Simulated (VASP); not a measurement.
# A VASP study of Bi2Pd3Se2 (optB86b-vdW): structure first, properties next, part 2 of 6

Aim: relax Bi2Pd3Se2 with optB86b-vdW, compute its properties on that cell and hold them against experiment. The start is a computed cell from the Materials Project.

VASP 6.6.1; optB86b-vdW; plane waves and PAW (Bi_d, Pd, Se).

Still holding for the runs below: The k-mesh is coarse for a metal.

So far: Starting point; Full relaxation (optB86b-vdW).

## Step 2: Full relaxation (optB86b-vdW) (continued)

The steps of the relaxation (22 of 35):

| step | energy less that of the first step (eV) | largest force (eV/Å) | pressure (GPa) | volume (Å³) |
| --- | --- | --- | --- | --- |
| 1 | 0.0000 | 0.4394 | -0.26 | 312.29 |
| 3 | -0.0706 | 0.1621 | -0.44 | 306.74 |
| 4 | -0.0700 | 0.1247 | 1.05 | 301.37 |
| 6 | -0.0825 | 0.0953 | -0.18 | 305.40 |
| 7 | -0.0826 | 0.0868 | -0.13 | 305.23 |
| 9 | -0.0869 | 0.0728 | 0.25 | 304.61 |
| 11 | -0.0899 | 0.0435 | -0.18 | 306.10 |
| 12 | -0.0900 | 0.0440 | -0.14 | 305.90 |
| 14 | -0.0915 | 0.0627 | 0.13 | 304.80 |
| 16 | -0.0931 | 0.0377 | -0.03 | 304.77 |
| 17 | -0.0933 | 0.0430 | -0.08 | 304.75 |
| 19 | -0.0940 | 0.0432 | 0.07 | 304.10 |
| 20 | -0.0943 | 0.0370 | 0.03 | 304.19 |
| 22 | -0.0948 | 0.0399 | -0.08 | 304.36 |
| 24 | -0.0953 | 0.0388 | 0.11 | 303.71 |
| 25 | -0.0955 | 0.0284 | 0.05 | 303.90 |
| 27 | -0.0959 | 0.0209 | -0.08 | 304.32 |
| 29 | -0.0963 | 0.0135 | 0.02 | 304.11 |
| 30 | -0.0963 | 0.0168 | 0.05 | 304.07 |
| 32 | -0.0965 | 0.0140 | -0.02 | 304.27 |
| 33 | -0.0965 | 0.0121 | -0.01 | 304.22 |
| 35 | -0.0966 | 0.0098 | 0.02 | 304.08 |

| cell as run | before | after | change |
| --- | --- | --- | --- |
| a (Å) | 7.316 | 7.281 | -0.5 % |
| b (Å) | 7.316 | 7.281 | -0.5 % |
| c (Å) | 8.496 | 8.446 | -0.6 % |
| α (°) | 124.03 | 124.51 | +0.4 % |
| β (°) | 124.03 | 124.51 | +0.4 % |
| γ (°) | 71.36 | 71.16 | -0.3 % |
| volume (Å³/atom) | 22.31 | 21.72 | -2.6 % |

The atoms that moved most (Å, as changes of fractional coordinates times the final cell):

| atom | dx | dy | dz | length |
| --- | --- | --- | --- | --- |
| Bi4 | -0.086 | 0.000 | -0.089 | 0.124 |
| Bi3 | 0.086 | 0.000 | 0.089 | 0.124 |
| Pd9 | 0.000 | 0.098 | 0.000 | 0.098 |
| Pd10 | 0.000 | -0.098 | 0.000 | 0.098 |
| Se14 | -0.011 | -0.027 | -0.059 | 0.066 |
| Se13 | -0.011 | 0.027 | -0.059 | 0.066 |
| Se11 | 0.011 | -0.027 | 0.059 | 0.066 |
| Se12 | 0.011 | 0.027 | 0.059 | 0.066 |

The relaxed structure:

```
Bi Pd Se
1.0
     5.92188   -4.23684   -0.02435
     5.92188    4.23684   -0.02435
    -5.85862    0.00000    6.08381
Bi Pd Se
4 6 4
Cartesian
  1.4540 0.0000 1.5913
  4.5311 0.0000 4.4438
  -1.5239 0.0000 4.2512
  7.5090 0.0000 1.7839
  0.0316 -2.1184 3.0297
  0.0316 2.1184 3.0297
  -4.4016 0.0000 4.8923
  10.3868 0.0000 1.1428
  2.9926 1.9182 3.0176
  2.9926 -1.9182 3.0176
  1.5038 1.7635 5.0095
  1.5038 -1.7635 5.0095
  4.4813 -1.7635 1.0256
  4.4813 1.7635 1.0256
```

Numbers from this step:

| Quantity | Value |
| --- | --- |
| electrons | 144 |
| bands | 89 |
| irreducible k-points | 10 |
| symmetry operations | 4 |
| free energy (TOTEN) | -30.03 eV |
| energy at zero smearing | -30.02 eV |
| Fermi energy | 7.556 eV |
| pressure | 0.02248 GPa |
| metallic, judged on the points sampled | yes |
| SCF cycles over all ionic steps | 256 |

It ends with a largest force of 0.010 eV/Å and a pressure of 0.02 GPa.

## Step 3: Second relaxation

The basis stayed that of the start cell while the cell moved. A rerun from the cell reached resets it; the error of the finite cutoff stays.

Contents of INCAR:

```
SYSTEM = Bi2Pd3Se2
PREC = Accurate
ENCUT = 400
EDIFF = 1E-06
NELM = 100
ISMEAR = 0
SIGMA = 0.05
LREAL = .FALSE.
ALGO = Normal
GGA = MK
AGGAC = 0
LUSE_VDW = .TRUE.
PARAM1 = 0.1234
PARAM2 = 1
LASPH = .TRUE.
NBANDS = 89
LORBIT = 11
LWAVE = .FALSE.
LCHARG = .FALSE.
KPAR = 2
NCORE = 4
IBRION = 2
NSW = 60
ISIF = 3
EDIFFG = -0.01
```

Contents of POSCAR:

```
Bi2Pd3Se2
1.0
    5.9218785065     -4.2368368743     -0.0243505829
    5.9218785065      4.2368368743     -0.0243505829
   -5.8586169480      0.0000000000      6.0838125213
Bi Pd Se
4 6 4
Direct
    0.2531546568      0.2531546568      0.2635928895
    0.7468453432      0.7468453432      0.7364071105
    0.2178481479      0.2178481479      0.7005106131
    0.7821518521      0.7821518521      0.2994893869
    0.5000000000      0.0000000000      0.5000000000
    0.0000000000      0.5000000000      0.5000000000
    0.0262395869      0.0262395869      0.8043555069
    0.9737604131      0.9737604131      0.1956444931
    0.2736250490      0.7263749510      0.5000000000
    0.7263749510      0.2736250490      0.5000000000
    0.3282845006      0.7445173502      0.8277055258
    0.7445173502      0.3282845006      0.8277055258
    0.6717154994      0.2554826498      0.1722944742
    0.2554826498      0.6717154994      0.1722944742
```

Contents of KPOINTS:

```
Automatic mesh
0
Gamma
3 3 3
0 0 0
```

PAW data sets: Bi_d, Pd and Se (PBE family, release 64).

Launch:

```console
$ mpirun -np 8 vasp_std
```

The log of the run:

```text
[banner, memory and clock lines left out]
running    8 mpi-ranks, on    1 nodes
 distrk:  each k-point on    4 cores,    2 groups
 distr:  one band on    4 cores,    1 groups

 POSCAR found type information on POSCAR BiPdSe
 POSCAR found :  3 types and      14 ions
 [... a notice as in an earlier step ...]

 [... a notice as in an earlier step ...]

 LDA part: xc-table for (Slater+PW92), standard interpolation
 POSCAR, INCAR and KPOINTS ok, starting setup
 FFT: planning ... GRIDC
 FFT: planning ... GRID_SOFT
 FFT: planning ... GRID
 WAVECAR not read
 entering main loop
       N       E                     dE             d eps       ncg     rms          rms(c)
DAV:   1     0.143272747438E+04    0.14327E+04   -0.58599E+04  1780   0.148E+03
DAV:   2     0.148855596469E+03   -0.12839E+04   -0.12312E+04  1828   0.422E+02
DAV:   3    -0.204471326139E+02   -0.16930E+03   -0.15814E+03  2004   0.164E+02
DAV:   4    -0.308404712088E+02   -0.10393E+02   -0.10118E+02  2016   0.411E+01
DAV:   5    -0.313094914251E+02   -0.46902E+00   -0.46799E+00  2224   0.898E+00    0.168E+01
DAV:   6    -0.302722066444E+02    0.10373E+01   -0.28017E+00  1999   0.864E+00    0.916E+00
DAV:   7    -0.301027747723E+02    0.16943E+00   -0.12938E+00  1942   0.574E+00    0.452E+00
DAV:   8    -0.300198196161E+02    0.82955E-01   -0.41052E-01  2096   0.297E+00    0.999E-01
DAV:   9    -0.300169986236E+02    0.28210E-02   -0.28136E-02  2215   0.863E-01    0.353E-01
DAV:  10    -0.300167474244E+02    0.25120E-03   -0.74465E-03  2096   0.515E-01    0.187E-01
DAV:  11    -0.300165861094E+02    0.16131E-03   -0.11595E-03  2008   0.268E-01    0.846E-02
DAV:  12    -0.300165881966E+02   -0.20872E-05   -0.18908E-04  2176   0.746E-02    0.390E-02
DAV:  13    -0.300166029192E+02   -0.14723E-04   -0.47168E-05  1944   0.352E-02    0.139E-02
DAV:  14    -0.300166009417E+02    0.19775E-05   -0.68136E-06  1904   0.180E-02    0.598E-03
DAV:  15    -0.300166003209E+02    0.62088E-06   -0.13236E-06  1152   0.757E-03
   1 F= -.30016600E+02 E0= -.30014624E+02  d E =-.300166E+02
 curvature:   0.00 expect dE= 0.000E+00 dE for cont linesearch  0.000E+00
 trial: gam= 0.00000 g(F)=  0.313E-04 g(S)=  0.439E-04 ort = 0.000E+00 (trialstep = 0.100E+01)
 search vector abs. value=  0.752E-04
 reached required accuracy - stopping structural energy minimisation
```

Wall time 78 s (8 MPI ranks of Intel Xeon 6975P-C (Granite Rapids), shared host); peak memory 3.4 GiB.

Parts of OUTCAR (step 3):

```text
  LATTYP: Found a base centered monoclinic cell.
 ALAT       =    11.8438571414
 B/A-ratio  =     0.7154488312
 C/A-ratio  =     0.7131185371
 COS(beta)  =    -0.6966057370

The static configuration has the point symmetry C_2h.

 Found     10 irreducible k-points:

   ENCUT  =  400.0 eV  29.40 Ry    5.42 a.u.  11.87 11.87 13.77*2*pi/ulx,y,z

   NELECT =     144.0000    total number of electrons

 E-fermi :   7.5557

 k-point     1 :       0.0000    0.0000    0.0000
  band No.  band energies     occupation
    ...
     66       5.5998      2.00000
     67       6.4030      2.00000
     68       6.5546      2.00000
     69       6.5962      2.00000
     70       7.2218      2.00000
     71       8.3048      0.00000
     72       8.5008      0.00000
     73       8.5654      0.00000
     74       8.6909      0.00000
     75       8.7737      0.00000
    ...

 k-point     2 :       0.3333    0.0000   -0.0000
  band No.  band energies     occupation
    ...
     68       6.3856      2.00000
     69       6.4944      2.00000
     70       6.8340      2.00000
     71       6.9688      2.00000
     72       7.3768      2.00000
     73       7.7065      0.00002
     74       8.0706      0.00000
     75       8.5325      0.00000
     76       8.7169      0.00000
     77       8.8454      0.00000
    ...

Total vdW correction in eV:     25.6584054

  Total        0.0092956     -0.0714922     -0.0730209      0.0000000      0.0000000      0.0333062
  in kB        0.0489783     -0.3766911     -0.3847458      0.0000000      0.0000000      0.1754897
  external PRESSURE =      -0.2374862 kB  Pullay stress =       0.0000000 kB

 POSITION                                       TOTAL-FORCE (eV/Angst)
 -----------------------------------------------------------------------------------
      1.45401      0.00000      1.59132        -0.007624      0.000000     -0.002196
      4.53113      0.00000      4.44379         0.007624      0.000000      0.002196
     -1.52388      0.00000      4.25117         0.002582      0.000000      0.003507
      7.50902      0.00000      1.78395        -0.002582      0.000000     -0.003507
      0.03163     -2.11842      3.02973         0.000000      0.000000      0.000000
      0.03163      2.11842      3.02973         0.000000      0.000000      0.000000
     -4.40164      0.00000      4.89227         0.003062      0.000000     -0.001538
     10.38678      0.00000      1.14284        -0.003062      0.000000      0.001538
      2.99257      1.91823      3.01756         0.000000     -0.006768      0.000000
      2.99257     -1.91823      3.01756         0.000000      0.006768     -0.000000
      1.50379      1.76351      5.00948         0.007985     -0.002180      0.004892
      1.50379     -1.76351      5.00948         0.007985      0.002180      0.004892
      4.48135     -1.76351      1.02563        -0.007985      0.002180     -0.004892
      4.48135      1.76351      1.02563        -0.007985     -0.002180     -0.004892
 -----------------------------------------------------------------------------------
    total drift:                                0.000000      0.000000     -0.000000

  FREE ENERGIE OF THE ION-ELECTRON SYSTEM (eV)
  ---------------------------------------------------
  free  energy   TOTEN  =       -30.0166003209 eV

  energy  without entropy=      -30.0126472494  energy(sigma->0) =      -30.01462379

Total vdW correction in eV:     25.6584087

 total charge
# of ion       s       p       d       tot
------------------------------------------
    1        1.534   1.253   9.947  12.734
    2        1.534   1.253   9.947  12.734
    3        1.553   1.208   9.940  12.701
    4        1.553   1.208   9.940  12.701
    5        0.443   0.470   8.599   9.513
    6        0.443   0.470   8.599   9.513
    7        0.452   0.443   8.599   9.494
    8        0.452   0.443   8.599   9.494
    9        0.448   0.466   8.605   9.519
   10        0.448   0.466   8.605   9.519
   11        1.480   2.251   0.057   3.789
   12        1.480   2.251   0.057   3.789
   13        1.480   2.251   0.057   3.789
   14        1.480   2.251   0.057   3.789
--------------------------------------------------
tot         14.778  16.687  91.610 123.076

[... 5 parts as in an earlier step ...]

[... 7 further parts left out ...]
```

Little changed from the start: no atom moved by 0.005 Å and no cell edge by 0.1 %.

This step gave:

```yaml
free_energy_toten: -30.02 eV
energy_at_zero_smearing: -30.01 eV
pressure: -0.02375 GPa
scf_cycles_over_all_ionic_steps: 15
```

It ends with a largest force of 0.010 eV/Å and a pressure of -0.02 GPa. The volume moved by under 0.01 %: the run met its threshold at the first step.

(Part 2 of 6 ends here.)

[Lines on the potential files, build, host, timing and source positions are cut from VASP's logs without a mark.]

[Logs are printed without paths, hosts, clocks, repeated set-up lines and the standing remarks that a program may print on its own settings, such as how far it seeks lower states.]

[Hosts, paths, dates, database ids (printed as entryN), source tags and the programs' standing remarks are cut or masked in the printed files.]

[A measured line is paired with the nearest computed mode of its activity, which favours agreement.]

[In band tables of VASP the shares of atoms and orbitals are scaled to a sum of 1 inside the atoms' spheres.]
